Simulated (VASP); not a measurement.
# TiRuC2 with BEEF-vdW: from relaxation to properties, part 3 of 5

Aim: relax TiRuC2, then compute properties on the relaxed cell. The cell is invented: it takes the structure of a Materials Project entry for ZrTiC2 (space group 166 there), with some of its atoms replaced by other elements, volume scaled by an estimate. It may not be a known or stable phase.

VASP 6.6.1, plane waves and PAW; the level of theory is named at each step.

Still holding for the runs below: The k-mesh is coarse for a metal.

So far. Step 3 (Rough relaxation of the start cell): It ends with a largest force of 0.012 eV/Å and a pressure of 0.13 GPa. The relaxed cell has a = 3.119, c = 14.280 Å (conventional setting).

**4. Relaxing cell and atoms (BEEF-vdW)**

Level of this step: BEEF-vdW; plane waves and PAW (Ru_pv, Ti_sv, C); invented cell (VASP).

Properties are meant for the cell that this level of theory prefers, so cell and atoms are relaxed first (ISIF = 3) until forces and stress are small; EDIFFG sets the threshold.

INCAR

```
SYSTEM = TiRuC2
PREC = Accurate
ENCUT = 520
EDIFF = 1E-06
NELM = 100
ISMEAR = 0
SIGMA = 0.05
LREAL = .FALSE.
ALGO = Normal
GGA = BF
LUSE_VDW = .TRUE.
ZAB_VDW = -1.8867
LASPH = .TRUE.
NBANDS = 23
LORBIT = 11
LWAVE = .FALSE.
LCHARG = .FALSE.
KPAR = 2
IBRION = 2
NSW = 60
ISIF = 3
EDIFFG = -0.01
```

POSCAR

```
TiRuC2
1.0
    1.5596624631      0.9004710535      4.7599496734
   -1.5596624631      0.9004710535      4.7599496734
    0.0000000000     -1.8009421070      4.7599496734
Ru Ti C
1 1 2
Direct
    0.0000000000      0.0000000000      0.0000000000
    0.5000000000      0.5000000000      0.5000000000
    0.2513160184      0.2513160184      0.2513160184
    0.7486839816      0.7486839816      0.7486839816
```

KPOINTS

```
Automatic mesh
0
Gamma
7 7 7
0 0 0
```

Potentials, in the order of the species: Ru_pv, Ti_sv and C (PBE family, release 64).

Run with:

```bash
$ mpirun -np 2 vasp_std
```

Output:

```text
[... set-up lines as in an earlier step ...]
 entering main loop
       N       E                     dE             d eps       ncg     rms          rms(c)
DAV:   1     0.375947659287E+03    0.37595E+03   -0.18368E+04  2024   0.172E+03
DAV:   2    -0.187422402089E+01   -0.37782E+03   -0.36513E+03  2192   0.495E+02
DAV:   3    -0.322963293112E+02   -0.30422E+02   -0.29597E+02  3380   0.125E+02
DAV:   4    -0.338573644930E+02   -0.15610E+01   -0.15499E+01  2448   0.241E+01
DAV:   5    -0.339091696887E+02   -0.51805E-01   -0.51803E-01  2919   0.386E+00    0.295E+01
DAV:   6    -0.289913787115E+02    0.49178E+01   -0.58379E+01  2371   0.624E+01    0.144E+01
DAV:   7    -0.266614885685E+02    0.23299E+01   -0.12704E+01  2580   0.343E+01    0.740E+00
DAV:   8    -0.266066042654E+02    0.54884E-01   -0.47242E+00  2829   0.161E+01    0.582E+00
DAV:   9    -0.264823039729E+02    0.12430E+00   -0.74638E-01  2808   0.754E+00    0.174E+00
DAV:  10    -0.264788104633E+02    0.34935E-02   -0.64324E-02  2620   0.215E+00    0.524E-01
DAV:  11    -0.264784975222E+02    0.31294E-03   -0.20841E-02  2756   0.129E+00    0.226E-01
DAV:  12    -0.264780142755E+02    0.48325E-03   -0.29542E-03  2556   0.446E-01    0.538E-02
DAV:  13    -0.264780146926E+02   -0.41716E-06   -0.13583E-04  2326   0.903E-02    0.230E-02
DAV:  14    -0.264780180625E+02   -0.33699E-05   -0.16737E-05  2427   0.315E-02    0.594E-03
DAV:  15    -0.264780177097E+02    0.35282E-06   -0.10305E-06  1350   0.853E-03
   1 F= -.26478018E+02 E0= -.26475612E+02  d E =-.264780E+02
 curvature:   0.00 expect dE= 0.000E+00 dE for cont linesearch  0.000E+00
 trial: gam= 0.00000 g(F)=  0.202E-02 g(S)=  0.148E-02 ort = 0.000E+00 (trialstep = 0.100E+01)
 search vector abs. value=  0.351E-02
 bond charge predicted
       N       E                     dE             d eps       ncg     rms          rms(c)
DAV:   1    -0.264833577264E+02   -0.53397E-02   -0.38171E-01  2024   0.549E+00    0.516E-01
DAV:   2    -0.264811814521E+02    0.21763E-02   -0.13461E-02  2152   0.982E-01    0.258E-01
DAV:   3    -0.264808252332E+02    0.35622E-03   -0.38820E-03  2741   0.509E-01    0.206E-01
DAV:   4    -0.264802962621E+02    0.52897E-03   -0.25421E-03  2750   0.431E-01    0.768E-02
DAV:   5    -0.264802517325E+02    0.44530E-04   -0.34324E-04  3165   0.152E-01    0.454E-02
DAV:   6    -0.264802476685E+02    0.40640E-05   -0.27198E-05  2552   0.473E-02    0.134E-02
DAV:   7    -0.264802471833E+02    0.48520E-06   -0.25946E-06  2159   0.131E-02
   2 F= -.26480247E+02 E0= -.26478064E+02  d E =-.222947E-02
[...]
3 F= -.26480412E+02 E0= -.26478291E+02  d E =-.239447E-02
[...]
4 F= -.26480315E+02 E0= -.26478236E+02  d E =0.970961E-04
 trial-energy change:    0.000097  1 .order    0.000102   -0.000362    0.000566
 step:   0.4253(harm=  0.4173)  dis= 0.00024  next Energy=   -26.480484 (dE=-0.723E-04)
 bond charge predicted
       N       E                     dE             d eps       ncg     rms          rms(c)
DAV:   1    -0.264828624177E+02   -0.25475E-02   -0.44369E-02  2383   0.241E+00    0.428E-01
DAV:   2    -0.264826771605E+02    0.18526E-03   -0.23079E-02  2384   0.135E+00    0.356E-01
DAV:   3    -0.264806928009E+02    0.19844E-02   -0.82933E-03  2618   0.793E-01    0.109E-01
DAV:   4    -0.264805042747E+02    0.18853E-03   -0.14613E-03  2746   0.287E-01    0.540E-02
DAV:   5    -0.264804778885E+02    0.26386E-04   -0.23542E-04  2605   0.130E-01    0.170E-02
DAV:   6    -0.264804847366E+02   -0.68481E-05   -0.41217E-05  2695   0.357E-02    0.107E-02
DAV:   7    -0.264804858119E+02   -0.10753E-05   -0.47032E-06  2631   0.114E-02    0.669E-03
DAV:   8    -0.264804858954E+02   -0.83509E-07   -0.30295E-06  2415   0.107E-02
   5 F= -.26480486E+02 E0= -.26478382E+02  d E =-.737200E-04
 curvature:  -0.23 expect dE=-0.380E-06 dE for cont linesearch -0.156E-07
 trial: gam= 0.02755 g(F)=  0.122E-06 g(S)=  0.155E-05 ort =-0.504E-05 (trialstep = 0.941E+00)
 search vector abs. value=  0.167E-05
 reached required accuracy - stopping structural energy minimisation
```

Wall time 11 min (2 MPI ranks of Intel Xeon Platinum 8375C at 2.90GHz (Ice Lake), shared host); peak memory 1.1 GiB; 21 min of CPU time.

From OUTCAR (step 4):

```text
  LATTYP: Found a trigonal (rhomboedric) cell.
 ALAT       =     5.0892549563
 COS(alpha) =     0.8121622752

The static configuration has the point symmetry D_3d.

 Found     44 irreducible k-points:

   dimension x,y,z NGX =    40 NGY =   40 NGZ =   40
   dimension x,y,z NGXF=    80 NGYF=   80 NGZF=   80

   ENCUT  =  520.0 eV  38.22 Ry    6.18 a.u.   9.46  9.46  9.46*2*pi/ulx,y,z

   NELECT =      34.0000    total number of electrons

 E-fermi :  10.5891

 k-point     1 :       0.0000    0.0000    0.0000
  band No.  band energies     occupation
    ...
     13       8.2823      2.00000
     14       8.2823      2.00000
     15       9.2798      2.00000
     16      10.4612      1.99970
     17      10.4612      1.99970
     18      11.0397      0.00000
     19      11.0397      0.00000
     20      11.5525      0.00000
     21      12.3025      0.00000
     22      12.3025      0.00000
    ...

 k-point     2 :       0.1429    0.0000    0.0000
  band No.  band energies     occupation
    ...
     13       7.5217      2.00000
     14       7.9281      2.00000
     15       8.5748      2.00000
     16       9.3177      2.00000
     17      10.2887      2.00000
     18      11.2805      0.00000
     19      11.6004      0.00000
     20      12.3072      0.00000
     21      12.6429      0.00000
     22      13.3186      0.00000
    ...

Total vdW correction in eV:      4.1246348

  Total       -0.0002874     -0.0002874      0.0113222      0.0000000      0.0000000      0.0000000
  in kB       -0.0114749     -0.0114749      0.4521119      0.0000000      0.0000000      0.0000000
  external PRESSURE =       0.1430540 kB  Pullay stress =       0.0000000 kB

  energy-cutoff  :      520.00
  volume of cell :       40.12
      direct lattice vectors                 reciprocal lattice vectors
     1.556042744  0.898381211  4.783699535     0.321327934  0.185518870  0.069681077
    -1.556042744  0.898381211  4.783699535    -0.321327934  0.185518870  0.069681077
     0.000000000 -1.796762422  4.783699535     0.000000000 -0.371037739  0.069681077

 POSITION                                       TOTAL-FORCE (eV/Angst)
 -----------------------------------------------------------------------------------
      0.00000      0.00000      0.00000        -0.000000     -0.000000      0.000000
      0.00000      0.00000      7.17555        -0.000000      0.000000      0.000000
      0.00000      0.00000      3.59698         0.000000     -0.000000      0.001124
      0.00000      0.00000     10.75412        -0.000000      0.000000     -0.001124
 -----------------------------------------------------------------------------------
    total drift:                               -0.000000      0.000000     -0.000000

  FREE ENERGIE OF THE ION-ELECTRON SYSTEM (eV)
  ---------------------------------------------------
  free  energy   TOTEN  =       -26.4804858954 eV

  energy  without entropy=      -26.4762782829  energy(sigma->0) =      -26.47838209

Total vdW correction in eV:      4.1246517

 total charge
# of ion       s       p       d       tot
------------------------------------------
    1        0.330   6.337   6.037  12.704
    2        2.179   6.220   1.989  10.387
    3        0.905   1.483   0.000   2.387
    4        0.905   1.483   0.000   2.387
--------------------------------------------------
tot          4.318  15.523   8.025  27.866

[... 3 parts as in an earlier step ...]

[... 7 further parts left out ...]
```

The steps of the relaxation:

```tsv
step	energy less that of the first step (eV)	largest force (eV/Å)	pressure (GPa)	volume (Å³)
1	0.0000	0.1447	0.14	40.11
2	-0.0022	0.0365	-0.22	40.16
3	-0.0024	0.0014	-0.37	40.18
4	-0.0023	0.0014	0.61	40.04
5	-0.0025	0.0011	0.01	40.12
```

```tsv
conventional cell, symmetrised	before	after	change
a (Å)	3.119	3.112	-0.2 %
b (Å)	3.119	3.112	-0.2 %
c (Å)	14.280	14.351	+0.5 %
volume (Å³/atom)	10.03	10.03	+0.0 %
```

Final coordinates:

```
Ru Ti C
1.0
     1.55604    0.89838    4.78370
    -1.55604    0.89838    4.78370
     0.00000   -1.79676    4.78370
Ru Ti C
1 1 2
Direct
  0.00000 0.00000 0.00000
  0.50000 0.50000 0.50000
  0.25064 0.25064 0.25064
  0.74936 0.74936 0.74936
```

This step gave:

```
irreducible k-points            : 44
free energy (TOTEN)             : -26.48 eV
energy at zero smearing         : -26.48 eV
pressure                        : 0.01431 GPa
SCF cycles over all ionic steps : 46
```

It ends with a largest force of 0.001 eV/Å and a pressure of 0.01 GPa.

**5. Density, ELF and potential (BEEF-vdW)**

A single point on the relaxed cell gives a clean self-consistent state, with density, ELF and potential written out.

INCAR, as its differences from that of step 4:

```diff
@@ -16,7 +16,5 @@
 LWAVE = .FALSE.
-LCHARG = .FALSE.
-KPAR = 2
-IBRION = 2
-NSW = 60
-ISIF = 3
-EDIFFG = -0.01
+LCHARG = .TRUE.
+ISIF = 2
+LELF = .TRUE.
+LVHAR = .TRUE.
```

POSCAR

```
TiRuC2
1.0
    1.5560427435      0.8983812108      4.7836995348
   -1.5560427435      0.8983812108      4.7836995348
    0.0000000000     -1.7967624217      4.7836995348
Ru Ti C
1 1 2
Direct
    0.0000000000      0.0000000000      0.0000000000
    0.5000000000      0.5000000000      0.5000000000
    0.2506412874      0.2506412874      0.2506412874
    0.7493587126      0.7493587126      0.7493587126
```

KPOINTS is that of step 4.

Run with:

```bash
$ mpirun -np 2 vasp_std
```

Output:

```text
[banner, memory and clock lines left out]
running    2 mpi-ranks, on    1 nodes
 distrk:  each k-point on    2 cores,    1 groups
 distr:  one band on    1 cores,    2 groups

 POSCAR found type information on POSCAR RuTiC
 POSCAR found :  3 types and       4 ions

     **************************************************************************
     Initializing libbeef V0.1.3 with the BEEF-vdW functional.
     **************************************************************************

 [... a notice as in an earlier step ...]

 [... a notice as in an earlier step ...]

 LDA part: xc-table for (Slater+PW92), standard interpolation
|                                                                             |
|           W    W    AA    RRRRR   N    N  II  N    N   GGGG   !!!           |
|           W    W   A  A   R    R  NN   N  II  NN   N  G    G  !!!           |
|           W    W  A    A  R    R  N N  N  II  N N  N  G       !!!           |
|           W WW W  AAAAAA  RRRRR   N  N N  II  N  N N  G  GGG   !            |
|           WW  WW  A    A  R   R   N   NN  II  N   NN  G    G                |
|           W    W  A    A  R    R  N    N  II  N    N   GGGG   !!!           |
|                                                                             |
|     The number of bands has been changed from the values supplied in        |
|     The orbitals not found in the WAVECAR file will be initialized with     |
|     random numbers, which is usually adequate. For correlated               |
|     calculations, however, you should redo the groundstate calculation.     |
|     I found NBANDS = 23. Now, NBANDS = 24.                                  |
|                                                                             |

 POSCAR, INCAR and KPOINTS ok, starting setup
 FFT: planning ... GRIDC
 FFT: planning ... GRID_SOFT
 FFT: planning ... GRID
 WAVECAR not read
 entering main loop
       N       E                     dE             d eps       ncg     rms          rms(c)
DAV:   1     0.371862789162E+03    0.37186E+03   -0.18173E+04  2112   0.163E+03
DAV:   2    -0.399741578097E+01   -0.37586E+03   -0.36204E+03  2304   0.479E+02
DAV:   3    -0.323864859478E+02   -0.28389E+02   -0.27587E+02  3312   0.119E+02
DAV:   4    -0.339038916728E+02   -0.15174E+01   -0.15124E+01  2624   0.225E+01
DAV:   5    -0.339497416121E+02   -0.45850E-01   -0.45844E-01  3008   0.345E+00    0.295E+01
DAV:   6    -0.291578702105E+02    0.47919E+01   -0.49971E+01  2408   0.602E+01    0.149E+01
DAV:   7    -0.267137624141E+02    0.24441E+01   -0.12589E+01  2600   0.339E+01    0.767E+00
DAV:   8    -0.266097306386E+02    0.10403E+00   -0.44117E+00  2776   0.157E+01    0.589E+00
DAV:   9    -0.264813009576E+02    0.12843E+00   -0.63421E-01  2800   0.739E+00    0.173E+00
DAV:  10    -0.264811928289E+02    0.10813E-03   -0.53405E-02  2672   0.189E+00    0.530E-01
DAV:  11    -0.264807030996E+02    0.48973E-03   -0.15684E-02  2736   0.118E+00    0.178E-01
DAV:  12    -0.264804887418E+02    0.21436E-03   -0.16757E-03  2624   0.370E-01    0.553E-02
DAV:  13    -0.264804883433E+02    0.39859E-06   -0.11439E-04  2416   0.805E-02    0.239E-02
DAV:  14    -0.264804906417E+02   -0.22984E-05   -0.17165E-05  2560   0.352E-02    0.515E-03
DAV:  15    -0.264804906312E+02    0.10521E-07   -0.12415E-06  1552   0.832E-03
   1 F= -.26480491E+02 E0= -.26478387E+02  d E =-.420805E-02
```

Run time: 2 min. Hardware: 2 MPI ranks; peak memory 0.77 GiB; 4.1 min of CPU time.

Parts of OUTCAR (step 5):

```text
   k-points           NKPTS =     44   k-points in BZ     NKDIM =     44   number of bands    NBANDS=     24

   ENCUT  =  520.0 eV  38.22 Ry    6.18 a.u.   9.50  9.50  9.50*2*pi/ulx,y,z

   NELECT =      34.0000    total number of electrons

 E-fermi :  10.5892

 k-point     1 :       0.0000    0.0000    0.0000
  band No.  band energies     occupation
    ...
     13       8.2823      2.00000
     14       8.2823      2.00000
     15       9.2799      2.00000
     16      10.4614      1.99970
     17      10.4614      1.99970
     18      11.0396      0.00000
     19      11.0397      0.00000
     20      11.5524      0.00000
     21      12.3028      0.00000
     22      12.3028      0.00000
    ...

Total vdW correction in eV:      4.1246254

  Total       -0.0105399     -0.0105399      0.0037283      0.0000000     -0.0000000      0.0000000
  in kB       -0.4208719     -0.4208715      0.1488740      0.0000000     -0.0000000      0.0000000
  external PRESSURE =      -0.2309565 kB  Pullay stress =       0.0000000 kB

 POSITION                                       TOTAL-FORCE (eV/Angst)
 -----------------------------------------------------------------------------------
      0.00000      0.00000      0.00000         0.000000      0.000000     -0.000000
      0.00000     -0.00000      7.17555        -0.000000     -0.000000     -0.000000
      0.00000     -0.00000      3.59698         0.000000     -0.000000      0.001610
      0.00000     -0.00000     10.75412         0.000000      0.000000     -0.001610
 -----------------------------------------------------------------------------------
    total drift:                               -0.000000     -0.000000     -0.000000

  FREE ENERGIE OF THE ION-ELECTRON SYSTEM (eV)
  ---------------------------------------------------
  free  energy   TOTEN  =       -26.4804906312 eV

  energy  without entropy=      -26.4762825814  energy(sigma->0) =      -26.47838661

Total vdW correction in eV:      4.1246525

[... 2 parts as in an earlier step ...]

[... 13 further parts left out ...]
```

Numbers from this step:

| Quantity | Value |
| --- | --- |
| SCF cycles | 15 |
| bands | 24 |
| pressure | -0.02310 GPa |

Valence electrons inside each PAW sphere by angular momentum. Sphere charges, by row:

```tsv
atom	s (e)	p (e)	d (e)	tot (e)
Ru1	0.33	6.337	6.037	12.7
Ti2	2.179	6.22	1.988	10.39
C3	0.905	1.483	0	2.387
C4	0.905	1.483	0	2.387
```

Electrostatic potential energy in the ac plane of the conventional cell at fractional y = 0.000, with atoms of Ru and Ti and C within 0.2 Å of it. With pseudopotentials it is smooth inside the atoms' cores, unlike the true potential.

Values in eV, 24 rows by 14 columns, each cell a mean:
```
-54 -53 -46 -31 -14  -2   0   0   0  -5 -19 -36 -49 -53
-18 -16 -10  -5  -2  -1  -2  -2  -1  -1  -2  -6 -12 -16
  1   1   1   0  -1  -3  -4  -4  -3  -2  -1   0   1   1
  2   1   0  -1  -3  -8 -12 -14 -11  -6  -2  -1   1   2
 -8  -5  -3  -2  -3  -6  -9 -11  -8  -4  -3  -2  -3  -6
-27 -38 -30  -9  -2  -1  -1  -1  -1  -1  -3 -13 -37 -35
-32 -35 -23  -7  -2  -2  -3  -3  -2  -2  -3 -10 -29 -34
 -2  -1  -1  -2  -5 -12 -18 -20 -17 -10  -3  -1  -1  -1
  2   2   1   0  -3  -9 -14 -16 -13  -7  -2   0   1   2
  0   0   0   0  -1  -2  -3  -3  -3  -1   0   0   0   0
-27 -24 -16  -8  -3  -1  -1  -1  -1  -2  -4 -10 -19 -25
-56 -55 -49 -32 -13  -2   0   0  -1  -5 -18 -37 -52 -56
-53 -51 -42 -26 -10  -2   0   0  -1  -4 -14 -31 -46 -52
-15 -13  -8  -4  -2  -1  -1  -1  -1  -1  -2  -5 -10 -13
  1   1   1   0  -1  -3  -4  -5  -4  -2   0   0   1   1
  2   1   1  -1  -5 -13 -18 -20 -17 -10  -3   0   1   2
-10  -7  -3  -2  -4  -9 -14 -15 -13  -7  -3  -2  -4  -8
-26 -39 -31  -9  -3  -1  -1  -1  -1  -1  -3 -14 -38 -36
-31 -33 -21  -6  -2  -2  -2  -3  -2  -2  -3  -9 -27 -33
 -1  -1  -1  -2  -3  -8 -12 -14 -11  -6  -3  -2  -1  -1
  2   2   1  -1  -3  -6  -9 -10  -8  -4  -2   0   1   2
  0   0   0   0  -1  -2  -3  -4  -3  -2   0   0   0   0
-31 -28 -20 -11  -4  -1  -1  -1  -1  -2  -5 -13 -23 -29
-56 -56 -51 -37 -18  -3   0   1   0  -7 -24 -42 -54 -56
```
Columns run along a (3.1 Å; values clipped at the 3rd and 97th percentile), rows up along c (14.4 Å), edges of the conventional cell, whose origin can differ from the input's. Atoms in or near the plane, at fractional coordinates: Ru at (0.00, 0.00), Ti at (0.00, 0.50), C at (0.00, 0.25), C at (0.00, 0.75).

ELF in the ac plane of the conventional cell at fractional y = 0.000, with atoms of Ru and Ti and C within 0.2 Å of it. It is the smooth field of the valence electrons, not physical close to the nuclei.

Ten even steps from '_' (0.08) to '@' (0.88), each cell a mean:
```
::::----::::::--::::::----::
--::::::--++******++--::::::
__....::--========----::..__
::::..______......____....::
%%##**==::__________::++##%%
::==##%%**--......==##%%##==
--++####++::::..::--**####==
++====::..::::::::..::--====
____......::::::::::....____
____..::==++++++++==--::____
::::....::==******==::....::
@@@@**--....::--::__..--##@@
%%##++::....--==--....--**%%
....__..--++**##**++::..__..
____..::--========----::____
..........::::::::..........
****++==::::::::::::::==++**
..==##%%**--::..::==**%%**--
++**%%##++::____..--**%%##++
##**++--..__________..--++**
......____....::....____....
......::==++++++++==--::....
----::::--==++**++==::::::--
__..----::..::::....::==--..
```
Columns run along a (3.1 Å), rows up along c (14.4 Å), edges of the conventional cell, whose origin can differ from the input's. Atoms in or near the plane, at fractional coordinates: Ru at (0.00, 0.00), Ti at (0.00, 0.50), C at (0.00, 0.25), C at (0.00, 0.75).

Valence density in the ac plane of the conventional cell at fractional y = 0.000, with atoms of Ru and Ti and C within 0.2 Å of it. It is the smooth field of the valence electrons, not physical close to the nuclei.

Ten steps, logarithmic in the rise over the least value, from '0' (0 e/Å³) to '9' (11 e/Å³), each cell a mean:
```
88754222234678
44322233322334
00112233321100
00011233321100
43322222222233
55543211123455
55443222223455
22222344432222
00112344332100
00012333322100
55322222222345
99753111123689
98752111123578
33222233322223
00012333322100
01122344432110
33333333332333
55543221223455
55442211123455
32222222222222
00011233321000
11112233322111
65433222223456
98864221235789
```
Columns run along a (3.1 Å), rows up along c (14.4 Å), edges of the conventional cell, whose origin can differ from the input's. Atoms in or near the plane, at fractional coordinates: Ru at (0.00, 0.00), Ti at (0.00, 0.50), C at (0.00, 0.25), C at (0.00, 0.75).

In this run the pressure is -0.02 GPa, small enough to go on.

[end of part 3 of 5]

[Lines on the potential files, build, host, timing and source positions are cut from VASP's logs without a mark.]

[Logs are printed without paths, hosts, clocks, repeated set-up lines and the standing remarks that a program may print on its own settings, such as how far it seeks lower states.]

[Hosts, paths, dates, database ids (printed as entryN), source tags and the programs' standing remarks are cut or masked in the printed files.]

[A measured line is paired with the nearest computed mode of its activity, which favours agreement.]
